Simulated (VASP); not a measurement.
Data:

```
Ge
1.0
    0.00000     2.81444     2.81444
    2.81444     0.00000     2.81444
    2.81444     2.81444     0.00000
Ge
2
Direct
  0.00000   0.00000   0.00000
  0.25000   0.25000   0.25000
```

Calculation: optB88-vdW, VASP's PBE PAW potentials (set 64) (plane waves; VASP). Numerical set-up: 520 eV cut-off, 11×11×11 Γ-centred mesh, first-order Methfessel-Paxton smearing of 0.10 eV, potentials Ge_d.

Question: What does the run give for the energy per atom (σ→0), pressure, band gap (on the k-mesh) with the smallest direct gap where there is one?

Answer: 
```yaml
band gap (on the k-mesh): none (metal, semimetal or under 0.01 eV)
energy per atom (σ→0): -1.080 eV/atom
pressure: 43.3 kbar
```

Only differences to runs with the same potentials and settings are physical.

The compound is Ge in the diamond structure. This cell is one point of a volume scan, at 0.94 of the reference volume.
